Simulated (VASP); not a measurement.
## Tantalum: how cutoff and mesh change the relaxed cell

How far does the relaxed cell of Tantalum depend on cutoff and k mesh? The starting structure is a measured crystal structure from the Crystallography Open Database.

Method: Kohn-Sham DFT with plane waves and PAW; PBEsol, in VASP 6.6.1.

## Step 1: Starting point

The structure is cubic, space group Im-3m (No. 229). The conventional cell has a = 3.306 Å, b = 3.306 Å, c = 3.306 Å, α = 90.00°, β = 90.00°, γ = 90.00°. Ta has 8 Ta at 2.86 Å nearest.

## Step 2: Reference relaxation

Input file INCAR:

```
SYSTEM = Ta
PREC = Accurate
ENCUT = 450
EDIFF = 1E-06
NELM = 100
ISMEAR = 1
SIGMA = 0.1
LREAL = .FALSE.
ALGO = Normal
GGA = PS
NBANDS = 11
LORBIT = 11
LWAVE = .FALSE.
LCHARG = .FALSE.
KPAR = 2
IBRION = 2
NSW = 50
ISIF = 3
EDIFFG = -0.01
```

Input file POSCAR:

```
Ta
1.0
   -1.6529000000      1.6529000000      1.6529000000
    1.6529000000     -1.6529000000      1.6529000000
    1.6529000000      1.6529000000     -1.6529000000
Ta
1
Direct
    0.0000000000      0.0000000000      0.0000000000
```

Input file KPOINTS:

```
Automatic mesh
0
Gamma
12 12 12
0 0 0
```

The projector-augmented-wave data sets are Ta_pv (PBE family, release 64).

Launch:

```
> mpirun -np 2 vasp_std
```

The log of the run:

```text
[banner, memory and clock lines left out]
running    2 mpi-ranks, on    1 nodes
 distrk:  each k-point on    1 cores,    2 groups
 distr:  one band on    1 cores,    1 groups

 POSCAR found type information on POSCAR Ta
 POSCAR found :  1 types and       1 ions
|                                                                             |
|               ----> ADVICE to this user running VASP <----                  |
|                                                                             |
|     You enforced a specific xc type in the INCAR file but a different       |
|     [... a line on the potential file left out ...]
|     I HOPE YOU KNOW WHAT YOU ARE DOING!                                     |
|                                                                             |

 LDA part: xc-table for (Slater+PW92), standard interpolation
 POSCAR, INCAR and KPOINTS ok, starting setup
 FFT: planning ... GRIDC
 FFT: planning ... GRID_SOFT
 FFT: planning ... GRID
 WAVECAR not read
 entering main loop
       N       E                     dE             d eps       ncg     rms          rms(c)
DAV:   1     0.525946755959E+02    0.52595E+02   -0.58700E+03  1600   0.859E+02
DAV:   2    -0.122062905512E+02   -0.64801E+02   -0.63313E+02  1752   0.234E+02
DAV:   3    -0.130451170444E+02   -0.83883E+00   -0.83161E+00  1941   0.266E+01
DAV:   4    -0.130477651813E+02   -0.26481E-02   -0.26478E-02  1737   0.155E+00
DAV:   5    -0.130477768843E+02   -0.11703E-04   -0.11703E-04  1891   0.990E-02    0.138E+01
DAV:   6    -0.126515254906E+02    0.39625E+00   -0.34752E-01  1791   0.646E+00    0.665E+00
DAV:   7    -0.125389345085E+02    0.11259E+00   -0.27883E-01  1803   0.536E+00    0.419E-01
DAV:   8    -0.125378255050E+02    0.11090E-02   -0.96940E-03  1856   0.801E-01    0.911E-02
DAV:   9    -0.125378132439E+02    0.12261E-04   -0.81163E-05  1796   0.989E-02    0.198E-02
DAV:  10    -0.125378107587E+02    0.24852E-05   -0.21592E-06  1590   0.154E-02    0.284E-03
DAV:  11    -0.125378107478E+02    0.10956E-07   -0.10097E-07  1001   0.377E-03
   1 F= -.12537811E+02 E0= -.12537478E+02  d E =-.125378E+02
[...]
2 F= -.12501302E+02 E0= -.12501277E+02  d E =0.365086E-01
[...]
3 F= -.12546868E+02 E0= -.12546912E+02  d E =-.905680E-02
 curvature:  -0.15 expect dE=-0.620E-05 dE for cont linesearch -0.620E-05
 ZBRENT: interpolating
 opt :   0.3204  next Energy=   -12.546873 (dE=-0.906E-02)
 bond charge predicted
       N       E                     dE             d eps       ncg     rms          rms(c)
DAV:   1    -0.125469049279E+02   -0.36956E-04   -0.93328E-04  1653   0.382E-01    0.515E-02
DAV:   2    -0.125468796530E+02    0.25275E-04   -0.29559E-05  1680   0.610E-02    0.172E-02
DAV:   3    -0.125468744468E+02    0.52063E-05   -0.14817E-05  1725   0.422E-02    0.627E-03
DAV:   4    -0.125468748759E+02   -0.42915E-06   -0.16886E-07   894   0.458E-03
   4 F= -.12546875E+02 E0= -.12546924E+02  d E =-.906413E-02
 curvature:  -0.14 expect dE=-0.163E-06 dE for cont linesearch -0.163E-06
 trial: gam=-0.00459 g(F)=  0.469E-63 g(S)=  0.117E-05 ort = 0.254E-03 (trialstep = 0.864E+00)
 search vector abs. value=  0.125E-09
 reached required accuracy - stopping structural energy minimisation
```

The job ended after 5.6 s (2 MPI ranks of Intel Xeon 6975P-C (Granite Rapids), shared host; peak memory 0.26 GiB; 10 s of CPU time).

Lines that name or quote the potential files are left out of all logs, and their timing lines are given in words.

OUTCAR, selected parts (step 2):

```text
ion  position               nearest neighbor table
   1  0.000  0.000  0.000-

  LATTYP: Found a body centered cubic cell.
 ALAT       =     3.3058000000

 Subroutine GETGRP returns: Found 48 space group operations
 (whereof 48 operations were pure point group operations)

The static configuration has the point symmetry O_h .

 Found     72 irreducible k-points:

   k-points           NKPTS =     72   k-points in BZ     NKDIM =     72   number of bands    NBANDS=     11

   dimension x,y,z NGX =    20 NGY =   20 NGZ =   20
   dimension x,y,z NGXF=    40 NGYF=   40 NGZF=   40

   ENCUT  =  450.0 eV  33.07 Ry    5.75 a.u.   4.95  4.95  4.95*2*pi/ulx,y,z

   NELECT =      11.0000    total number of electrons

 k-points in reciprocal lattice and weights: Automatic mesh
   0.00000000  0.00000000  0.00000000       0.001
   0.08333333  0.00000000  0.00000000       0.007
   0.16666667  0.00000000  0.00000000       0.007
   0.25000000  0.00000000  0.00000000       0.007
   0.33333333  0.00000000  0.00000000       0.007
   0.41666667  0.00000000  0.00000000       0.007
   0.50000000  0.00000000  0.00000000       0.003
   0.08333333  0.08333333  0.00000000       0.014
   0.16666667  0.08333333  0.00000000       0.028
[...]
0.50000000  0.50000000  0.41666667       0.007
   0.50000000  0.50000000  0.50000000       0.001

 average (electrostatic) potential at core
       1 -35.9205

 E-fermi :   5.5213

 k-point     1 :       0.0000    0.0000    0.0000
  band No.  band energies     occupation
      1     -27.3675      2.00000
      2     -27.3675      2.00000
      3     -27.3675      2.00000
      4      -2.4991      2.00000
      5       6.2654     -0.00000
      6       6.2654     -0.00000
      7       6.2654     -0.00000
      8       9.6196      0.00000
      9       9.6196      0.00000
    ...

 k-point     2 :       0.0833    0.0000    0.0000
  band No.  band energies     occupation
      1     -27.4617      2.00000
      2     -27.3962      2.00000
      3     -27.3681      2.00000
      4      -2.1798      2.00000
      5       6.0592     -0.00000
      6       6.1983     -0.00000
      7       6.5804     -0.00000
      8       9.3038      0.00000
      9       9.6211      0.00000
    ...

 k-point     3 :       0.1667    0.0000    0.0000
  band No.  band energies     occupation
      1     -27.7125      2.00000
      2     -27.4740      2.00000
      3     -27.3697      2.00000
      4      -1.3034      2.00000
      5       5.5449      0.61140
      6       5.8786     -0.00001
      7       7.5034     -0.00000
      8       8.9180      0.00000
      9       9.6627      0.00000
     10      20.3119      0.00000
    ...

  Total       -0.0028446     -0.0028446     -0.0028446     -0.0000000     -0.0000000      0.0000000
  in kB       -0.2596702     -0.2596702     -0.2596702     -0.0000000     -0.0000000      0.0000000
  external PRESSURE =      -0.2596702 kB  Pullay stress =       0.0000000 kB

  energy-cutoff  :      450.00
  volume of cell :       17.55
      direct lattice vectors                 reciprocal lattice vectors
    -1.637131997  1.637131997  1.637131997     0.000000000  0.305412148  0.305412148
     1.637131997 -1.637131997  1.637131997     0.305412148  0.000000000  0.305412148
     1.637131997  1.637131997 -1.637131997     0.305412148  0.305412148  0.000000000

 POSITION                                       TOTAL-FORCE (eV/Angst)
 -----------------------------------------------------------------------------------
      3.27426      0.00000      0.00000         0.000000      0.000000      0.000000
 -----------------------------------------------------------------------------------
    total drift:                                0.000000     -0.000000     -0.000000

  FREE ENERGIE OF THE ION-ELECTRON SYSTEM (eV)
  ---------------------------------------------------
  free  energy   TOTEN  =       -12.5468748759 eV

  energy  without entropy=      -12.5470225805  energy(sigma->0) =      -12.54692411

 reached required accuracy - stopping structural energy minimisation

 total charge
# of ion       s       p       d       tot
------------------------------------------
    1        0.375   6.164   2.455   8.995

[... 3 further parts left out ...]
```

CONTCAR:

```
Ta
   1.00000000000000
    -1.6371319969471048    1.6371319969471048    1.6371319969471048
     1.6371319969471048   -1.6371319969471048    1.6371319969471048
     1.6371319969471048    1.6371319969471048   -1.6371319969471048
  Ta
     1
Direct
     0.0000000000000000    1.0000000000000000    1.0000000000000000
```

This run has no spin polarisation. Its electron count is odd, so without a moment it is a metal by construction. The PAW data sets were made with PBE, which is usual practice but a small mismatch for other functionals. The run keeps the 48 symmetry operations of its start, so it cannot find a distortion of lower symmetry.

The reference relaxation ends at 17.551 Å³ an atom. Pressures at 0.985 and 1.015 times this volume, from two more relaxations that aren't shown, give a bulk modulus of 205.7 GPa.

## Step 3: Relaxation with a cutoff of 220 eV

Against step 2 the input has ENCUT = 220. This run starts from the cell of an earlier relaxation, which isn't shown; the restart sets up the plane waves anew.

Changes to INCAR since step 2:

```diff
@@ -2,3 +2,3 @@
 PREC = Accurate
-ENCUT = 450
+ENCUT = 220
 EDIFF = 1E-06
```

Input file POSCAR:

```
Ta
1.0
   -1.6344685740      1.6344685740      1.6344685740
    1.6344685740     -1.6344685740      1.6344685740
    1.6344685740      1.6344685740     -1.6344685740
Ta
1
Direct
    0.0000000000      0.0000000000      0.0000000000
```

KPOINTS is that of step 2.

Launch:

```
> mpirun -np 2 vasp_std
```

The log of the run:

```text
[banner, memory and clock lines left out]
running    2 mpi-ranks, on    1 nodes
[...]
[... a notice as in an earlier step ...]

 LDA part: xc-table for (Slater+PW92), standard interpolation
 POSCAR, INCAR and KPOINTS ok, starting setup
[...]
entering main loop
       N       E                     dE             d eps       ncg     rms          rms(c)
DAV:   1     0.286623810937E+02    0.28662E+02   -0.40435E+03  1598   0.509E+02
DAV:   2    -0.126145185621E+02   -0.41277E+02   -0.40364E+02  1762   0.162E+02
DAV:   3    -0.130243305843E+02   -0.40981E+00   -0.40548E+00  1925   0.171E+01
DAV:   4    -0.130252252601E+02   -0.89468E-03   -0.89451E-03  1742   0.843E-01
[...]
DAV:   8    -0.125467238751E+02    0.14702E-02   -0.68807E-03  1870   0.671E-01    0.428E-02
DAV:   9    -0.125467220303E+02    0.18448E-05   -0.31409E-05  1826   0.422E-02    0.226E-02
DAV:  10    -0.125467219027E+02    0.12757E-06   -0.26076E-06  1762   0.179E-02
   1 F= -.12546722E+02 E0= -.12546789E+02  d E =-.125467E+02
[...]
DAV:   2    -0.125468301601E+02    0.10175E-02   -0.11567E-03  1692   0.369E-01    0.118E-01
DAV:   3    -0.125466214787E+02    0.20868E-03   -0.58542E-04  1764   0.264E-01    0.373E-02
DAV:   4    -0.125466349325E+02   -0.13454E-04   -0.63496E-06  2008   0.228E-02    0.438E-03
DAV:   5    -0.125466352851E+02   -0.35264E-06   -0.20868E-07  1002   0.467E-03
   2 F= -.12546635E+02 E0= -.12546709E+02  d E =0.866177E-04
 trial-energy change:    0.000087  1 .order    0.000093   -0.000134    0.000320
 step:   0.3131(harm=  0.2955)  dis= 0.00000  next Energy=   -12.546743 (dE=-0.212E-04)
[...]
N       E                     dE             d eps       ncg     rms          rms(c)
DAV:   1    -0.125473184667E+02   -0.68353E-03   -0.17307E-02  1668   0.164E+00    0.234E-01
DAV:   2    -0.125468642270E+02    0.45424E-03   -0.54812E-04  1677   0.253E-01    0.808E-02
DAV:   3    -0.125467508230E+02    0.11340E-03   -0.27479E-04  1746   0.181E-01    0.253E-02
DAV:   4    -0.125467449816E+02    0.58414E-05   -0.30927E-06  1909   0.159E-02    0.297E-03
DAV:   5    -0.125467447615E+02    0.22007E-06   -0.87336E-08   915   0.296E-03
   3 F= -.12546745E+02 E0= -.12546816E+02  d E =-.228587E-04
[...]
reached required accuracy - stopping structural energy minimisation
```

Wall time 2.6 s (2 MPI ranks); peak memory 0.2 GiB; 3.8 s of CPU time.

From OUTCAR (step 3):

```text
  Total        0.0005164      0.0005164      0.0005164     -0.0000000     -0.0000000     -0.0000000
  in kB        0.0474390      0.0474390      0.0474390     -0.0000000     -0.0000000     -0.0000000
  external PRESSURE =       0.0474390 kB  Pullay stress =       0.0000000 kB

 POSITION                                       TOTAL-FORCE (eV/Angst)
 -----------------------------------------------------------------------------------
      0.00000      0.00000      0.00000         0.000000      0.000000     -0.000000
 -----------------------------------------------------------------------------------
    total drift:                               -0.000000     -0.000000     -0.000000

  FREE ENERGIE OF THE ION-ELECTRON SYSTEM (eV)
  ---------------------------------------------------
  free  energy   TOTEN  =       -12.5467447615 eV

  energy  without entropy=      -12.5469584927  energy(sigma->0) =      -12.54681601

[... 2 parts as in an earlier step ...]

[... 2 further parts left out ...]
[key lines of the parts left out:]
E-fermi :   5.5809
```

With a cutoff of 220 eV the cell ends at 17.442 Å³ an atom, -0.62 % from the reference; the bulk modulus is 208.9 GPa against 205.7 GPa.

## Step 4: Relaxation with a 6×6×6 mesh

Against step 2 the input has a 6×6×6 mesh.

Changes to INCAR since step 3:

```diff
@@ -2,3 +2,3 @@
 PREC = Accurate
-ENCUT = 220
+ENCUT = 450
 EDIFF = 1E-06
```

Input file POSCAR:

```
Ta
1.0
   -1.6529000000      1.6529000000      1.6529000000
    1.6529000000     -1.6529000000      1.6529000000
    1.6529000000      1.6529000000     -1.6529000000
Ta
1
Direct
    0.0000000000      0.0000000000      0.0000000000
```

Input file KPOINTS:

```
Automatic mesh
0
Gamma
6 6 6
0 0 0
```

Launch:

```
> mpirun -np 2 vasp_std
```

The log of the run:

```text
[... set-up lines as in an earlier step ...]
 entering main loop
       N       E                     dE             d eps       ncg     rms          rms(c)
DAV:   1     0.495972216350E+02    0.49597E+02   -0.56584E+03   352   0.857E+02
DAV:   2    -0.121944785192E+02   -0.61792E+02   -0.60610E+02   403   0.230E+02
DAV:   3    -0.130012348740E+02   -0.80676E+00   -0.79573E+00   426   0.252E+01
DAV:   4    -0.130037826617E+02   -0.25478E-02   -0.25474E-02   385   0.157E+00
[...]
DAV:   9    -0.124587931444E+02    0.36683E-04   -0.19388E-04   397   0.164E-01    0.230E-02
DAV:  10    -0.124587879115E+02    0.52329E-05   -0.41241E-06   394   0.248E-02    0.783E-03
DAV:  11    -0.124587871424E+02    0.76915E-06   -0.19222E-07   227   0.402E-03
   1 F= -.12458787E+02 E0= -.12456783E+02  d E =-.124588E+02
[...]
N       E                     dE             d eps       ncg     rms          rms(c)
DAV:   1    -0.124959675332E+02   -0.37180E-01   -0.11842E+00   370   0.138E+01    0.182E+00
[...]
DAV:   5    -0.124569308409E+02    0.38913E-04   -0.75895E-05   397   0.911E-02    0.148E-02
DAV:   6    -0.124569345151E+02   -0.36742E-05   -0.42784E-06   403   0.162E-02    0.300E-03
DAV:   7    -0.124569346215E+02   -0.10645E-06   -0.13555E-07   194   0.414E-03
   2 F= -.12456935E+02 E0= -.12453651E+02  d E =0.185252E-02
 trial-energy change:    0.001853  1 .order    0.001707   -0.004416    0.007831
 step:   0.3445(harm=  0.3606)  dis= 0.00000  next Energy=   -12.459542 (dE=-0.755E-03)
[...]
N       E                     dE             d eps       ncg     rms          rms(c)
DAV:   1    -0.124763821820E+02   -0.19448E-01   -0.53163E-01   370   0.921E+00    0.119E+00
DAV:   2    -0.124618070042E+02    0.14575E-01   -0.18299E-02   367   0.150E+00    0.403E-01
DAV:   3    -0.124595569596E+02    0.22500E-02   -0.52264E-03   382   0.800E-01    0.110E-01
DAV:   4    -0.124595445126E+02    0.12447E-04   -0.20214E-04   417   0.155E-01    0.253E-02
DAV:   5    -0.124595467189E+02   -0.22064E-05   -0.50858E-06   397   0.206E-02    0.796E-03
DAV:   6    -0.124595457911E+02    0.92786E-06   -0.14833E-07   203   0.372E-03
   3 F= -.12459546E+02 E0= -.12457051E+02  d E =-.758649E-03
[...]
reached required accuracy - stopping structural energy minimisation
```

The job ended after 2.2 s (2 MPI ranks; peak memory 0.23 GiB; 3.5 s of CPU time).

Parts of OUTCAR (step 4):

```text
  Total        0.0000001      0.0000001      0.0000001     -0.0000000      0.0000000     -0.0000000
  in kB        0.0000092      0.0000092      0.0000092     -0.0000000      0.0000000     -0.0000000
  external PRESSURE =       0.0000092 kB  Pullay stress =       0.0000000 kB

 POSITION                                       TOTAL-FORCE (eV/Angst)
 -----------------------------------------------------------------------------------
      0.00000      0.00000      0.00000        -0.000000      0.000000     -0.000000
 -----------------------------------------------------------------------------------
    total drift:                                0.000000     -0.000000      0.000000

  FREE ENERGIE OF THE ION-ELECTRON SYSTEM (eV)
  ---------------------------------------------------
  free  energy   TOTEN  =       -12.4595457911 eV

  energy  without entropy=      -12.4520604506  energy(sigma->0) =      -12.45705068

[... 1 part as in an earlier step ...]

[... 3 further parts left out ...]
[key lines of the parts left out:]
E-fermi :   5.3412
```

With a 6×6×6 mesh the cell ends at 17.907 Å³ an atom, +2.02 % from the reference; the bulk modulus is 174.4 GPa against 205.7 GPa.

## Step 5: Relaxation with a cutoff of 600 eV

Against step 2 the input has ENCUT = 600.

Changes to INCAR since step 4:

```diff
@@ -2,3 +2,3 @@
 PREC = Accurate
-ENCUT = 450
+ENCUT = 600
 EDIFF = 1E-06
```

POSCAR is that of step 4.

Input file KPOINTS:

```
Automatic mesh
0
Gamma
12 12 12
0 0 0
```

Launch:

```
> mpirun -np 2 vasp_std
```

The log of the run:

```text
[... set-up lines as in an earlier step ...]
 entering main loop
       N       E                     dE             d eps       ncg     rms          rms(c)
DAV:   1     0.638421357921E+02    0.63842E+02   -0.66646E+03  1584   0.105E+03
DAV:   2    -0.118986127617E+02   -0.75741E+02   -0.73964E+02  1763   0.271E+02
DAV:   3    -0.130431104587E+02   -0.11445E+01   -0.11258E+01  1977   0.308E+01
DAV:   4    -0.130480532507E+02   -0.49428E-02   -0.49418E-02  1721   0.202E+00
[...]
DAV:   9    -0.125381908379E+02    0.23542E-05   -0.46558E-05  1824   0.771E-02    0.197E-02
DAV:  10    -0.125381880804E+02    0.27575E-05   -0.17519E-06  1490   0.147E-02    0.265E-03
DAV:  11    -0.125381879616E+02    0.11875E-06   -0.86757E-08   993   0.364E-03
   1 F= -.12538188E+02 E0= -.12537856E+02  d E =-.125382E+02
[...]
2 F= -.12502255E+02 E0= -.12502225E+02  d E =0.359325E-01
[...]
3 F= -.12547122E+02 E0= -.12547166E+02  d E =-.893382E-02
[...]
4 F= -.12547129E+02 E0= -.12547177E+02  d E =-.894082E-02
[...]
reached required accuracy - stopping structural energy minimisation
```

The job ended after 7.2 s (2 MPI ranks; peak memory 0.29 GiB).

(Continued in part 2 of 2.)

[Lines on the potential files, build, host, timing and source positions are cut from VASP's logs without a mark.]

[Logs are printed without paths, hosts, clocks, repeated set-up lines and the standing remarks that a program may print on its own settings, such as how far it seeks lower states.]

[Hosts, paths, dates, database ids (printed as entryN), source tags and the programs' standing remarks are cut or masked in the printed files.]
